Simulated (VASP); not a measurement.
Consider the following.

```xyz
3
Lattice="0.0000 3.1779 3.1779 3.1779 0.0000 3.1779 3.1779 3.1779 0.0000" Properties=species:S:1:pos:R:3 pbc="T T T"
Mg     1.5889     1.5889     1.5889
Mg     4.7668     4.7668     4.7668
Ge     0.0000     0.0000     0.0000
```

Calculation: PBEsol GGA, VASP's PBE PAW potentials (set 64) (plane waves; VASP 6.6.1). Numerical set-up: 400 eV cut-off, 6×6×6 Γ-centred mesh, Gaussian smearing of 0.050 eV, potentials Mg Ge_d.

### Question
Predict the energy per atom (σ→0), band gap (on the k-mesh) with the smallest direct gap where there is one.

### Answer

```
Property                                      Value
-----------------------------------  --------------
band gap (on the k-mesh)                    0.07 eV
smallest direct gap (on the k-mesh)         1.06 eV
energy per atom (σ→0)                -3.073 eV/atom
```

Only differences to runs with the same potentials and settings are physical.

The compound is Mg2Ge in the antifluorite structure. It was relaxed first. The start is the result of an earlier pass.
